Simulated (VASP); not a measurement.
Data:

```yaml
crystal:
  lattice:
    - [-3.03028, 3.03028, 5.74528]
    - [3.03028, -3.03028, 5.74528]
    - [3.03028, 3.03028, -5.74528]
  atoms:
    - { symbol: Cd, position: [0.00000, 0.00000, 0.00000] }
    - { symbol: Cd, position: [0.75000, 0.25000, 0.50000] }
    - { symbol: Ge, position: [0.50000, 0.50000, 0.00000] }
    - { symbol: Ge, position: [0.25000, 0.75000, 0.50000] }
    - { symbol: As, position: [0.87500, 0.84817, 0.47317] }
    - { symbol: As, position: [0.15183, 0.62500, 0.02683] }
    - { symbol: As, position: [0.37500, 0.40183, 0.52683] }
    - { symbol: As, position: [0.59817, 0.12500, 0.97317] }
```

Level of theory: PBE GGA, VASP's PBE PAW potentials (set 64) (plane waves; VASP 6.6.1). Numerical set-up: 500 eV cut-off, 5×5×5 Γ-centred mesh, Gaussian smearing of 0.050 eV, potentials Cd Ge_d As.

### Question
Estimate the energy per atom (σ→0), band gap (on the k-mesh) with the smallest direct gap where there is one.

### Answer

The band gap (on the k-mesh) is 0.21 eV and the smallest direct gap (on the k-mesh) comes out as 0.21 eV. The energy per atom (σ→0) is -3.745 eV/atom.

Only differences to runs with the same potentials and settings are physical.

The compound is CdGeAs2 in the chalcopyrite structure. It was relaxed first, which changed the volume by +7 %.
